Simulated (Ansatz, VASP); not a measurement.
## SnPt in two plane-wave programs

Aim: how closely do two programs agree when they are given the same cell, functional and k mesh? The cell is generated by rule, not measured, and may not be a known phase. The cell is taken from a series of runs on this material, whose earlier steps may have relaxed, scaled, displaced or heated it; both programs get it as it stands.

Main program and level: Ansatz 0.2.0; plane waves, with VASP 6.6.1 beside it; LDA.

The structure was built from a prototype and need not be the compound's stable phase.

## Step 1: Starting point

The structure is orthorhombic, space group Pmn2_1 (No. 31). Conventional cell: a = 4.177 Å, b = 4.177 Å, c = 5.907 Å, α = 90.00°, β = 90.00°, γ = 90.00°. Nearest to Pt lie 4 Sn at 2.54 to 2.57 Å. Nearest to Sn lie 4 Pt at 2.54 to 2.57 Å. Farther neighbours are not listed.

Structure file:

```
Pt Sn
1.0
     0.00000   -2.95333   -2.95333
     0.00000    2.95333   -2.95333
     5.90666    0.00000    0.00000
Pt Sn
2 2
Direct
  0.47025 0.50000 0.50000
  0.02975 0.00000 0.00000
  0.96648 0.50000 0.75000
  0.53352 0.00000 0.25000
```

## Step 2: VASP: single point, LDA, pair 1

With cell and atoms fixed, the geometry can't cause a difference; cores, projectors, grids and the points listed under the comparison can.

Lines of VASP's logs that name or quote its potential files are left out, and so is its time.

Contents of INCAR:

```
SYSTEM = SnPt
PREC = Accurate
ENCUT = 500
EDIFF = 1E-06
NELM = 120
ISMEAR = 1
SIGMA = 0.15
LREAL = .FALSE.
ALGO = Normal
GGA = PW92
NBANDS = 30
LASPH = .TRUE.
LORBIT = 11
LWAVE = .FALSE.
LCHARG = .FALSE.
ISIF = 2
GGA_COMPAT = .FALSE.
KPAR = 2
```

Contents of POSCAR:

```
SnPt
1.0
    0.0000000000     -2.9533293504     -2.9533293504
    0.0000000000      2.9533293504     -2.9533293504
    5.9066587008      0.0000000000      0.0000000000
Pt Sn
2 2
Direct
    0.4702451168      0.5000000000      0.5000000000
    0.0297548832      0.0000000000      0.0000000000
    0.9664802202      0.5000000000      0.7500000000
    0.5335197798      0.0000000000      0.2500000000
```

Contents of KPOINTS:

```
Automatic mesh
0
Gamma
10 10 6
0 0 0
```

The projector-augmented-wave data sets are Pt and Sn_d (LDA family, release 64).

Run with:

```sh
mpirun -np 2 vasp_std
```

Numbers of over 12 decimals in the logs are rounded to 6 here.

The log of the run:

```text
[banner, memory and clock lines left out]
running    2 mpi-ranks, on    1 nodes
 distrk:  each k-point on    1 cores,    2 groups
 distr:  one band on    1 cores,    1 groups

 POSCAR found type information on POSCAR PtSn
 POSCAR found :  2 types and       4 ions
|                                                                             |
|               ----> ADVICE to this user running VASP <----                  |
|                                                                             |
|     You enforced a specific xc type in the INCAR file but a different       |
|     [... a line on the potential file left out ...]
|     I HOPE YOU KNOW WHAT YOU ARE DOING!                                     |
|                                                                             |

 LDA part: xc-table for (Slater(with rela. corr.)+PW92), standard interpolation
 POSCAR, INCAR and KPOINTS ok, starting setup
 FFT: planning ... GRIDC
 FFT: planning ... GRID_SOFT
 FFT: planning ... GRID
 WAVECAR not read
 entering main loop
       N       E                     dE             d eps       ncg     rms          rms(c)
DAV:   1     0.481971000930E+03    0.48197E+03   -0.22521E+04  9034   0.213E+03
DAV:   2     0.390849942391E+02   -0.44289E+03   -0.42443E+03  9060   0.586E+02
DAV:   3    -0.218637393769E+02   -0.60949E+02   -0.57568E+02  9916   0.173E+02
DAV:   4    -0.244826302953E+02   -0.26189E+01   -0.26056E+01  9896   0.401E+01
DAV:   5    -0.245676590271E+02   -0.85029E-01   -0.85011E-01 11376   0.743E+00    0.850E+00
DAV:   6    -0.241939872339E+02    0.37367E+00   -0.13578E+00 10068   0.711E+00    0.362E+00
DAV:   7    -0.241003993950E+02    0.93588E-01   -0.18425E-01 11134   0.390E+00    0.225E+00
DAV:   8    -0.240697341093E+02    0.30665E-01   -0.58965E-02 11250   0.173E+00    0.194E-01
DAV:   9    -0.240693465525E+02    0.38756E-03   -0.45609E-03 11316   0.736E-01    0.129E-01
DAV:  10    -0.240692827840E+02    0.63769E-04   -0.46147E-04 10924   0.207E-01    0.324E-02
DAV:  11    -0.240692817542E+02    0.10298E-05   -0.28974E-05 10734   0.373E-02    0.110E-02
DAV:  12    -0.240692821416E+02   -0.38737E-06   -0.33332E-06  8218   0.200E-02
   1 F= -.24069282E+02 E0= -.24069028E+02  d E =-.761182E-03
```

OUTCAR, selected parts (step 2):

```text
ion  position               nearest neighbor table
   1  0.470  0.500  0.500-   3 2.54   3 2.57   4 2.57   4 2.57
   2  0.030  0.000  0.000-   4 2.54   4 2.57   3 2.57   3 2.57
   3  0.966  0.500  0.750-   1 2.54   1 2.57   2 2.57   2 2.57
   4  0.534  0.000  0.250-   2 2.54   2 2.57   1 2.57   1 2.57

  LATTYP: Found a simple tetragonal cell.
 ALAT       =     4.1766384215
 C/A-ratio  =     1.4142135624

 Subroutine GETGRP returns: Found  4 space group operations
 (whereof  2 operations were pure point group operations)

The static configuration has the point symmetry C_1h.
 The point group associated with its full space group is C_2v.

 Found    144 irreducible k-points:

   k-points           NKPTS =    144   k-points in BZ     NKDIM =    144   number of bands    NBANDS=     30

   dimension x,y,z NGX =    30 NGY =   30 NGZ =   48
   dimension x,y,z NGXF=    60 NGYF=   60 NGZF=   96

   ENCUT  =  500.0 eV  36.75 Ry    6.06 a.u.   7.61  7.61 10.77*2*pi/ulx,y,z

   NELECT =      48.0000    total number of electrons

 k-points in reciprocal lattice and weights: Automatic mesh
   0.00000000  0.00000000  0.00000000       0.002
   0.10000000  0.00000000  0.00000000       0.003
   0.00000000  0.10000000  0.00000000       0.003
   0.20000000  0.00000000  0.00000000       0.003
   0.00000000  0.20000000  0.00000000       0.003
   0.30000000  0.00000000  0.00000000       0.003
   0.00000000  0.30000000  0.00000000       0.003
   0.40000000  0.00000000  0.00000000       0.003
   0.00000000  0.40000000  0.00000000       0.003
[...]
-0.40000000  0.50000000  0.50000000       0.003
   0.50000000  0.50000000  0.50000000       0.002

 average (electrostatic) potential at core
       1 -67.7042       2 -67.7042       3-100.2977       4-100.2977

 E-fermi :   6.1956

 k-point     1 :       0.0000    0.0000    0.0000
  band No.  band energies     occupation
    ...
     19       3.4368      2.00000
     20       3.5034      2.00000
     21       3.5619      2.00000
     22       3.7781      2.00000
     23       4.0869      2.00000
     24       6.5152     -0.01026
     25       6.5976     -0.00100
     26      10.9935      0.00000
     27      11.4210      0.00000
     28      11.6474      0.00000
    ...

 k-point     2 :       0.1000    0.0000    0.0000
  band No.  band energies     occupation
    ...
     19       3.4300      2.00000
     20       3.4701      2.00000
     21       3.5487      2.00000
     22       3.8733      2.00000
     23       4.0142      2.00000
     24       6.3136      0.02685
     25       6.6779     -0.00005
     26      10.4618      0.00000
     27      11.0167      0.00000
     28      11.5981      0.00000
    ...

 k-point     3 :       0.0000    0.1000    0.0000
  band No.  band energies     occupation
    ...
     19       3.4328      2.00000
     20       3.4514      2.00000
     21       3.5461      2.00000
     22       3.8650      2.00000
     23       4.0386      2.00000
     24       6.2550      0.38455
     25       6.7457     -0.00000
     26      10.5782      0.00000
     27      11.0492      0.00000
     28      11.1403      0.00000
    ...

  Total       -0.2870104     -0.2850873     -0.2850873      0.0000000      0.3698566      0.0000000
  in kB       -4.4628532     -4.4329499     -4.4329499      0.0000000      5.7510661      0.0000000
  external PRESSURE =      -4.4429176 kB  Pullay stress =       0.0000000 kB

  energy-cutoff  :      500.00
  volume of cell :      103.04
      direct lattice vectors                 reciprocal lattice vectors
     0.000000000 -2.953329350 -2.953329350     0.000000000 -0.169300454 -0.169300454
     0.000000000  2.953329350 -2.953329350     0.000000000  0.169300454 -0.169300454
     5.906658701  0.000000000  0.000000000     0.169300454  0.000000000  0.000000000

 POSITION                                       TOTAL-FORCE (eV/Angst)
 -----------------------------------------------------------------------------------
      2.95333      0.08788     -2.86545        -0.123245      0.013917      0.013917
      0.00000     -0.08788     -0.08788        -0.123245     -0.013917     -0.013917
      4.42999     -1.37767     -4.33100         0.123245      0.001804      0.001804
      1.47666     -1.57566     -1.57566         0.123245     -0.001804     -0.001804
 -----------------------------------------------------------------------------------
    total drift:                                0.000099      0.000000     -0.000000

  FREE ENERGIE OF THE ION-ELECTRON SYSTEM (eV)
  ---------------------------------------------------
  free  energy   TOTEN  =       -24.0692821416 eV

  energy  without entropy=      -24.0685209594  energy(sigma->0) =      -24.06902841

 total charge
# of ion       s       p       d       tot
------------------------------------------
    1        0.786   0.373   8.254   9.413
    2        0.786   0.373   8.254   9.413
    3        1.193   1.137  10.073  12.403
    4        1.193   1.137  10.073  12.403
--------------------------------------------------
tot          3.959   3.021  36.653  43.632

[... 3 further parts left out ...]
```

The run ends at a pressure of -0.44 GPa, with forces up to 0.12 eV/Å.

## Step 3: Ansatz: single point, LDA, pair 1

Ansatz runs on its default PAW (the set named soft_2) files.

The same cell, functional (in two slightly different forms), mesh and smearing now go to Ansatz, which takes its cutoff from its data sets.

Contents of input.yaml:

```yaml
crystal:
  lattice:
    - [0.0, -2.9533293504, -2.9533293504]
    - [0.0, 2.9533293504, -2.9533293504]
    - [5.9066587008, 0.0, 0.0]
  atoms:
    - { symbol: Pt, position: [0.4702451168, 0.5, 0.5] }
    - { symbol: Pt, position: [0.0297548832, 0.0, 0.0] }
    - { symbol: Sn, position: [-0.0335197798, 0.5, 0.75] }
    - { symbol: Sn, position: [0.5335197798, 0.0, 0.25] }
kpoints:
  mp_grid: { grid: [10, 10, 6] }
hamiltonian:
  xc: lda
scf:
  occupations: { method: methfessel_paxton, width: 0.15 }
output:
  forces: true
  stress: true
  eigenvalues: true
```

Run with:

```sh
ansatz run input.yaml --threads 4 --pin off --max-ram 7168MiB --backend cpu --events-out ev --progress --plain --runs-dir out
```

The log of the run:

```text
Engine: ansatz 0.2.0, aarch64-unknown-linux-gnu
Pseudopotentials: kind: paw
Pseudopotential: Pt, paw, valence charge 18, recommended cutoff 420 eV (normal), Pt.paw.azcp
Pseudopotential: Sn, paw, valence charge 14, recommended cutoff 420 eV (normal), Sn.paw.azcp
Functional definition: SPW92
  exchange = slater_x
  correlation = pw_c
Crystal: 4 atoms, lattice volume = 103.038 Å³
Basis set: ecut = 420 eV, 1963 PW (Γ)
Bands: 39, of which v1, the nominal top of the filled ones, is band 32 counted from 1 (31 counted from 0)
Symmetry: 4 space group operations
Space group: Pmn21 (ITA 31), of the structure as read, at distance tolerance 4.7e-5 Å
k-points: 144 of 600 (time reversal used)
Non-local potential: Pt, projectors of the file, l = 0: 3, l = 1: 2, l = 2: 2, l = 3: 1
Non-local potential: Sn, projectors of the file, l = 0: 2, l = 1: 2, l = 2: 2, l = 3: 2
PAW form: soft (Blöchl's): semilocal exchange-correlation on the pseudo side does not see the compensation charge
PAW frozen core: Pt, regenerated for the run's functional, and the local potential with it (the file was generated under x = pbe(κ = 0.804, μ = 0.219515), c = pbe(β = 0.066725))
PAW frozen core: Sn, regenerated for the run's functional, and the local potential with it (the file was generated under x = pbe(κ = 0.804, μ = 0.219515), c = pbe(β = 0.066725))
PAW one-centre angular grid: Pt, 590 points (default); XC on 64 Gauss nodes
PAW one-centre angular grid: Sn, 590 points (default); XC on 64 Gauss nodes
Initial density: superposition of atomic densities (neutral atoms: chi_scale 0, normalization atom), corrected by the library's trained network
Initial wavefunctions: pseudopotential atomic-orbital guess
Functional: x = slater, c = lda
SCF iter   1: F=—  HF=-36249.145329 eV  |F-HF|=—  |Δ(HF+E_count)|=         —  Δρ=5.69e-3  dr2=1.77e-2  ethr=1.77e-3  ⟨swp⟩=6.7  Hψ=22851  notcnv=0
preconditioner: auto → LDOS  [metal: Δε(μ)=0.023 eV  Ē_g=14.883 eV  σ=0.150 eV  W_gap=0.13  n_scr=28 (ndim 8)  ℏωp=25.3 eV  f_vac=0.035  D(μ)=1.80/eV (n_scr^D=6)  β→1.0]
SCF iter   2: F=—  HF=-36249.142562 eV  |F-HF|=—  |Δ(HF+E_count)|=   2.77e-3  S|Δr|=    0.00e0  Δρ=3.10e-3  dr2=9.25e-3  ethr=2.77e-5  ⟨swp⟩=2.0  Hψ=10236  notcnv=0
SCF iter   3: F=—  HF=-36249.138656 eV  |F-HF|=—  |Δ(HF+E_count)|=   3.91e-3  S|Δr|=    0.00e0  Δρ=5.15e-4  dr2=1.95e-4  ethr=1.45e-5  ⟨swp⟩=2.0  Hψ=8823  notcnv=0
SCF iter   4: F=—  HF=-36249.138599 eV  |F-HF|=—  |Δ(HF+E_count)|=   5.69e-5  S|Δr|=    0.00e0  Δρ=1.31e-4  dr2=1.92e-5  ethr=3.05e-7  ⟨swp⟩=2.0  Hψ=9757  notcnv=0
SCF iter   5: F=—  HF=-36249.138585 eV  |F-HF|=—  |Δ(HF+E_count)|=   1.44e-5  S|Δr|=    0.00e0  Δρ=2.64e-5  dr2=7.61e-7  ethr=2.99e-8  ⟨swp⟩=2.0  Hψ=8818  notcnv=0
SCF iter   6: F=-36249.138584 eV  HF=-36249.138584 eV  |F-HF|=3.06e-8  |Δ(HF+E_count)|=   8.35e-8  S|Δr|=    0.00e0  Δρ=8.09e-6  dr2=6.77e-8  ethr=1.56e-10  ⟨swp⟩=9.5  Hψ=26869  notcnv=0
SCF 1 converged in 6 iterations: F = -36249.138584 eV  dr2 = 6.77e-8
  greatest PAW one-centre occupation: 1.000 electrons in one spin orbital (limit 2), on the Pt atom at site 0 (counted from 0), in its partial waves of l = 0
SCF converged after 6 iterations
Stability not checked: this state was not tested for a lower state beside it, because cold or Methfessel-Paxton smearing, or corrected tetrahedra, fill the levels in a way that the test cannot read (fill_not_monotonic; see scf.lower_state_search)
Free energy (F): -36249.138584 eV
Harris-Foulkes:  -36249.138584 eV  (|F-HF|=3.06e-8)
Internal energy: -36249.137762 eV  (E = F + TS)
E sigma→0 (E₀):  -36249.138379 eV
Entropy (-TS):   -0.000822 eV (-0.206 meV/atom)
Fermi energy:    11.081391 eV
--- Per-component energies (eV) ---
  E_band       = -842.723076
  E_kinetic    = 1659.058000
  E_local      = -6917.937044  (includes V_loc(G=0)·N_el)
  E_nonlocal   = 361.518383
  E_hartree    = 3083.808478
  E_xc         = -1277.652492
  E_vxc        = -801.403070  (∫ρ·V_xc dr)
  E_paw        = -26351.688991  (= ΣΔE_a)
  E_vpaw       = -1311.579037  (= ΣTr[D̂ρ^β])
  E_aug_tail   = 0.000328  (compensation charges beyond the density's cutoff)
  E_ewald      = -6808.021960
  E_core_change = 1.777535  (= ΣΔE_core)
  E_smearing   = -0.000822  (= −TS)
  E_closure    = 0.000000  (closes the sum)
  Σ components = -36249.138584   (vs F -36249.138584, Δ=0.00e0)
--- Forces (eV/Å), atoms counted from 1 ---
  atom   1  Pt    -0.12063170     0.01010318     0.01010318
  atom   2  Pt    -0.12063170    -0.01010318    -0.01010318
  atom   3  Sn     0.12063368    -0.00288480    -0.00288480
  atom   4  Sn     0.12063368     0.00288480     0.00288480
  max |Σ_I F_I| component: 3.97e-6 eV/Å
--- Stress (GPa, compression-positive) ---
       -0.685134      -0.000000      -0.000000
        0.000000      -0.695580       0.562795
       -0.000000       0.562795      -0.695580
  P = ⅓ Tr σ = -0.6921 GPa (-6.921 kbar)
--- Band table (eV; the first three rows and the last of 144) ---
  k-point 0: bands = [... 28 lower, 8.4593, 8.6720, 8.9649, 11.4035, 11.4850, 15.8804, 16.2669, 16.5274, ... 3 higher]
  k-point 1: bands = [... 28 lower, 8.3802, 8.4506, 9.8169, 11.6836, 11.7334, 15.4860, 15.5210, 15.9467, ... 3 higher]
  k-point 2: bands = [... 28 lower, 8.3765, 8.4276, 11.1616, 12.3954, 12.4166, 14.2660, 14.4811, 14.6483, ... 3 higher]
  k-point 143: bands = [... 28 lower, 8.6447, 8.6447, 9.7993, 9.7993, 10.1825, 10.1825, 11.5442, 11.5442, ... 3 higher]
```

The run ends at a pressure of -0.69 GPa, with forces up to 0.12 eV/Å.

## Step 4: Side by side

Known differences besides the potentials themselves: the data sets hold 64 valence electrons in Ansatz (on its default PAW (the set named soft_2) files) and 48 in VASP; the cutoff is 420 eV in Ansatz and 500 eV in VASP; VASP's log shows a relativistic correction to its local exchange, Ansatz's none. Total energies have different zeros and are not compared.

Compared:

```csv
quantity,Ansatz,VASP,difference
pressure (GPa),-0.69,-0.44,-0.25
```

Forces (eV/Å; atoms numbered as in POSCAR):

```csv
atom,"Ansatz x, y, z","VASP x, y, z"
Pt1,"-0.121, 0.010, 0.010","-0.123, 0.014, 0.014"
Pt2,"-0.121, -0.010, -0.010","-0.123, -0.014, -0.014"
Sn3,"0.121, -0.003, -0.003","0.123, 0.002, 0.002"
Sn4,"0.121, 0.003, 0.003","0.123, -0.002, -0.002"
```

The forces differ by 3.8 meV/Å r.m.s., which is 5.3 % of the r.m.s. force of 0.072 eV/Å (both taken over all components).

## Step 5: VASP: single point, LDA, pair 2

With cell and atoms fixed, the geometry can't cause a difference; cores, projectors, grids and the points listed under the comparison can.

INCAR is that of step 2.

Contents of POSCAR:

```
SnPt
1.0
    0.0000000000     -2.9533293504     -2.9533293504
    0.0000000000      2.9533293504     -2.9533293504
    5.9066587008      0.0000000000      0.0000000000
Pt Sn
2 2
Direct
    0.4532423264      0.5000000000      0.5000000000
    0.0467576736      0.0000000000      0.0000000000
    0.9473260604      0.5000000000      0.7500000000
    0.5526739396      0.0000000000      0.2500000000
```

KPOINTS is that of step 2.

Run with:

```sh
mpirun -np 2 vasp_std
```

The log of the run:

```text
[banner, memory and clock lines left out]
running    2 mpi-ranks, on    1 nodes
[...]
[... a notice as in an earlier step ...]

 LDA part: xc-table for (Slater(with rela. corr.)+PW92), standard interpolation
 POSCAR, INCAR and KPOINTS ok, starting setup
[...]
entering main loop
       N       E                     dE             d eps       ncg     rms          rms(c)
DAV:   1     0.481300414283E+03    0.48130E+03   -0.22505E+04  9056   0.213E+03
DAV:   2     0.386039006259E+02   -0.44270E+03   -0.42347E+03  9054   0.585E+02
DAV:   3    -0.218973360929E+02   -0.60501E+02   -0.57238E+02  9836   0.173E+02
DAV:   4    -0.245000998450E+02   -0.26028E+01   -0.25894E+01  9940   0.402E+01
[...]
DAV:  10    -0.240659534889E+02    0.91436E-04   -0.56663E-04 10058   0.214E-01    0.333E-02
DAV:  11    -0.240659525139E+02    0.97497E-06   -0.38023E-05 10546   0.442E-02    0.124E-02
DAV:  12    -0.240659531789E+02   -0.66494E-06   -0.49329E-06  9104   0.201E-02
   1 F= -.24065953E+02 E0= -.24065747E+02  d E =-.617636E-03
```

From OUTCAR (step 5):

```text
  Total       -0.9235939     -0.9403585     -0.9403585      0.0000000      0.8319238      0.0000000
  in kB      -14.3613740    -14.6220553    -14.6220553      0.0000000     12.9359549      0.0000000
  external PRESSURE =     -14.5351615 kB  Pullay stress =       0.0000000 kB

 POSITION                                       TOTAL-FORCE (eV/Angst)
 -----------------------------------------------------------------------------------
      2.95333      0.13809     -2.81524        -0.284093     -0.017563     -0.017563
      0.00000     -0.13809     -0.13809        -0.284093      0.017563      0.017563
      4.42999     -1.32110     -4.27443         0.284093     -0.041613     -0.041613
      1.47666     -1.63223     -1.63223         0.284093      0.041613      0.041613
 -----------------------------------------------------------------------------------
    total drift:                                0.000019     -0.000000     -0.000000

  FREE ENERGIE OF THE ION-ELECTRON SYSTEM (eV)
  ---------------------------------------------------
  free  energy   TOTEN  =       -24.0659531789 eV

  energy  without entropy=      -24.0653355429  energy(sigma->0) =      -24.06574730

[... 2 parts as in an earlier step ...]

[... 1 further part left out ...]
[key lines of the parts left out:]
E-fermi :   6.2066
```

The run ends at a pressure of -1.45 GPa, with forces up to 0.29 eV/Å.

## Step 6: Ansatz: single point, LDA, pair 2

The same cell, functional (in two slightly different forms), mesh and smearing now go to Ansatz, which takes its cutoff from its data sets.

The cell is taken from a series of runs on this material, whose earlier steps may have relaxed, scaled, displaced or heated it; both programs get it as it stands.

input.yaml, the sections that differ from step 3:

```yaml
crystal:
  lattice:
    - [0.0, -2.9533293504, -2.9533293504]
    - [0.0, 2.9533293504, -2.9533293504]
    - [5.9066587008, 0.0, 0.0]
  atoms:
    - { symbol: Pt, position: [0.4532423264, 0.5, 0.5] }
    - { symbol: Pt, position: [0.0467576736, 0.0, 0.0] }
    - { symbol: Sn, position: [-0.0526739396, 0.5, 0.75] }
    - { symbol: Sn, position: [0.5526739396, 0.0, 0.25] }
# kpoints, hamiltonian, scf, output: as in step 3
```

Run with:

```sh
ansatz run input.yaml --threads 4 --pin off --max-ram 7168MiB --backend cpu --events-out ev --progress --plain --runs-dir out
```

The log of the run:

```text
[...]
Crystal: 4 atoms, lattice volume = 103.038 Å³
Basis set: ecut = 420 eV, 1963 PW (Γ)
Bands: 39, of which v1, the nominal top of the filled ones, is band 32 counted from 1 (31 counted from 0)
Symmetry: 4 space group operations
[...]
k-points: 144 of 600 (time reversal used)
[...]
k-point 0: bands = [... 28 lower, 8.5022, 8.6770, 8.9999, 11.4011, 11.5961, 15.4787, 16.2683, 16.3254, ... 3 higher]
  k-point 1: bands = [... 28 lower, 8.4570, 8.4762, 9.8294, 11.6835, 11.8051, 15.1219, 15.5319, 15.9230, ... 3 higher]
  k-point 2: bands = [... 28 lower, 8.4193, 8.4539, 11.1594, 12.3732, 12.4173, 14.2734, 14.2931, 14.6347, ... 3 higher]
  k-point 143: bands = [... 28 lower, 8.6737, 8.6737, 9.8211, 9.8211, 10.2436, 10.2436, 11.5506, 11.5506, ... 3 higher]
[key lines of the parts left out:]
SCF converged after 7 iterations
Free energy (F): -36249.132897 eV
Fermi energy:    11.093592 eV
P = ⅓ Tr σ = -1.6898 GPa (-16.898 kbar)
```

The run ends at a pressure of -1.69 GPa, with forces up to 0.29 eV/Å.

(Continued in part 2 of 2.)

[Lines on the potential files, build, host, timing and source positions are cut from VASP's logs without a mark.]

[Logs are printed without paths, hosts, clocks, repeated set-up lines and the standing remarks that a program may print on its own settings, such as how far it seeks lower states.]

[Hosts, paths, dates, database ids (printed as entryN), source tags and the programs' standing remarks are cut or masked in the printed files.]
